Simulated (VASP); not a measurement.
Input:

```yaml
crystal:
  lattice:
    - [1.51468, -3.03778, 0.00000]
    - [1.51468, 3.03778, 0.00000]
    - [0.00000, 0.00000, 5.12509]
  atoms:
    - { symbol: Ce, position: [0.90329, 0.09671, 0.25000] }
    - { symbol: Ce, position: [0.09671, 0.90329, 0.75000] }
```

Calculation: PBEsol GGA with spin-orbit coupling, VASP's PBE PAW potentials (set 64) (plane waves; VASP). Numerical set-up: 400 eV cut-off, 12×12×7 Γ-centred mesh, Gaussian smearing of 0.050 eV, potentials Ce.

Predict the energy per atom (σ→0), band gap (over mesh and band path) with the smallest direct gap where there is one.

```json
{
 "band gap (over mesh and band path)": "none (metal, semimetal or under 0.01 eV)",
 "energy per atom (σ→0)": "-6.944 eV/atom"
}
```

The absolute energy has meaning only against runs of the same code, potentials and settings.

The structure comes from a measured Ce entry (Cmcm) of the Crystallography Open Database, whose conditions weren't checked. It was relaxed first.
